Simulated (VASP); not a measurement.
Input of a VASP 6.6.1 run:

Contents of INCAR:

```
PREC     = Accurate       # precision mode
ENCUT    = 520            # plane-wave cutoff, eV
EDIFF    = 1E-6           # SCF threshold, eV
ISMEAR   = -1             # smearing method
SIGMA    = 0.05           # smearing width, eV
LREAL    = F              # projectors in reciprocal space
LASPH    = T              # aspherical terms in the spheres
NELM     = 100            # most SCF steps
ALGO     = Normal         # electronic algorithm
ISIF     = 2              # what is computed and relaxed
LWAVE    = F              # write WAVECAR
LCHARG   = F              # write CHGCAR
LMAXMIX  = 4              # l up to which the mixer works
METAGGA  = TPSS           # meta-GGA
LMIXTAU  = T            
NBANDS   = 20             # bands
```

The input KPOINTS:

```
Automatic mesh
0
Gamma
  8 8 8
```

Contents of POSCAR:

```
ZnRe2
1.0
    0.0000000000      2.8955600000      2.8955600000
    2.8955600000      0.0000000000      2.8955600000
    2.8955600000      2.8955600000      0.0000000000
Zn Re
1 2
Direct
    0.0000000000      0.0000000000      0.0000000000
    0.7500000000      0.7500000000      0.7500000000
    0.2500000000      0.2500000000      0.2500000000
```

Contents of KPOINTS_OPT:

```
path GXWKGLUWLK,UX
20
line-mode
reciprocal
 0.0000000000  0.0000000000  0.0000000000  G
 0.5000000000  0.0000000000  0.5000000000  X

 0.5000000000  0.0000000000  0.5000000000  X
 0.5000000000  0.2500000000  0.7500000000  W

 0.5000000000  0.2500000000  0.7500000000  W
 0.3750000000  0.3750000000  0.7500000000  K

 0.3750000000  0.3750000000  0.7500000000  K
 0.0000000000  0.0000000000  0.0000000000  G

 0.0000000000  0.0000000000  0.0000000000  G
 0.5000000000  0.5000000000  0.5000000000  L

 0.5000000000  0.5000000000  0.5000000000  L
 0.6250000000  0.2500000000  0.6250000000  U

 0.6250000000  0.2500000000  0.6250000000  U
 0.5000000000  0.2500000000  0.7500000000  W

 0.5000000000  0.2500000000  0.7500000000  W
 0.5000000000  0.5000000000  0.5000000000  L

 0.5000000000  0.5000000000  0.5000000000  L
 0.3750000000  0.3750000000  0.7500000000  K

 0.6250000000  0.2500000000  0.6250000000  U
 0.5000000000  0.0000000000  0.5000000000  X
```

Potentials or basis: VASP PAW PBE potentials, release 64 (Zn, Re).

Run with:

```console
$ cat potpaw_PBE.64/Zn/POTCAR potpaw_PBE.64/Re/POTCAR > POTCAR
$ mpirun -np 1 vasp_std > vasp.out
```

Q: What does it give for the pressure?

A: -5.0 GPa.

Q: What does it give for the band gap along the path?

A: None (metal or under the smearing width).

Levels at the corners of the path, in eV from the Fermi level:
| point | band 11 | band 12 | band 13 | band 14 | band 15 | band 16 |
| --- | --- | --- | --- | --- | --- | --- |
| Γ | -3.34 | 1.81 | 1.81 | 1.81 | 3.54 | 3.54 |
| X | -1.15 | -1.15 | 0.27 | 0.27 | 1.33 | 1.33 |
| X | -1.15 | -1.15 | 0.27 | 0.27 | 1.33 | 1.33 |
| W | -2.00 | -0.31 | -0.22 | -0.22 | 0.82 | 1.05 |
| W | -2.00 | -0.31 | -0.22 | -0.22 | 0.82 | 1.05 |
| K | -1.78 | -0.52 | -0.02 | 0.18 | 0.46 | 0.92 |
| K | -1.78 | -0.52 | -0.02 | 0.18 | 0.46 | 0.92 |
| Γ | -3.34 | 1.81 | 1.81 | 1.81 | 3.54 | 3.54 |
| Γ | -3.34 | 1.81 | 1.81 | 1.81 | 3.54 | 3.54 |
| L | -1.52 | -0.75 | -0.75 | -0.71 | -0.24 | -0.24 |
| L | -1.52 | -0.75 | -0.75 | -0.71 | -0.24 | -0.24 |
| U | -1.78 | -0.52 | -0.02 | 0.18 | 0.46 | 0.92 |
| U | -1.78 | -0.52 | -0.02 | 0.18 | 0.46 | 0.92 |
| W | -2.00 | -0.31 | -0.22 | -0.22 | 0.82 | 1.05 |
| W | -2.00 | -0.31 | -0.22 | -0.22 | 0.82 | 1.05 |
| L | -1.52 | -0.75 | -0.75 | -0.71 | -0.24 | -0.24 |
| L | -1.52 | -0.75 | -0.75 | -0.71 | -0.24 | -0.24 |
| K | -1.78 | -0.52 | -0.02 | 0.18 | 0.46 | 0.92 |
| U | -1.78 | -0.52 | -0.02 | 0.18 | 0.46 | 0.92 |
| X | -1.15 | -1.15 | 0.27 | 0.27 | 1.33 | 1.33 |

Caveat: the PAW data sets were made with another functional, which shifts forces and pressure a little; spin-orbit coupling is left out, which moves the levels of the heavy elements.
